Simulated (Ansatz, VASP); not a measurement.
# Two plane-wave programs on CsLi2

```
Cs Li
1.0
     0.00000    3.58408    3.58408
     3.58408    0.00000    3.58408
     3.58408    3.58408    0.00000
Cs Li
1 2
Cartesian
  0.0000 0.0000 0.0000
  5.3761 5.3761 5.3761
  1.7920 1.7920 1.7920
```

Alike in both runs: task relaxation of cell and atoms; functional PBE; k mesh 4 × 4 × 4; occupations gaussian, width 0.1 eV; no spin polarisation.

```csv
,VASP,Ansatz
version,VASP 6.6.1,Ansatz 0.2.0
potentials or method,"VASP PAW PBE potentials, release 64 (Cs_sv, Li_sv)","scalar-relativistic, plane waves, PAW"
plane-wave cutoff (eV),600,420
valence electrons in the cell,15,15
```

```csv
,VASP,Ansatz,Ansatz less VASP
"gap on the k mesh at the Fermi level, each at its own relaxed structure (eV)",none,none,-
relaxed volume (Å³/atom),53.82,59.23,+5.413
relaxed cell length with the largest relative difference (Å),6.112,6.310,+0.1984
energy change over the relaxation (meV/atom),-319,-374,-55.1
```

A gap of «none» marks a metal or a gap that the smearing closes. One of these differences is far larger than is usual between the two programs; its cause wasn't traced.

Caveats: the k mesh is coarse (spacing up to 0.38 Å⁻¹), so the values aren't converged; the cutoff is under 1.25 times the usual one of these potentials, so pressure, stress and relaxed cells hold a basis-set (Pulay) error (VASP); the volume moved by over 15 % at a fixed basis, so the end points are rough. The runs have no spin-orbit coupling, so splittings on Cs are missing.
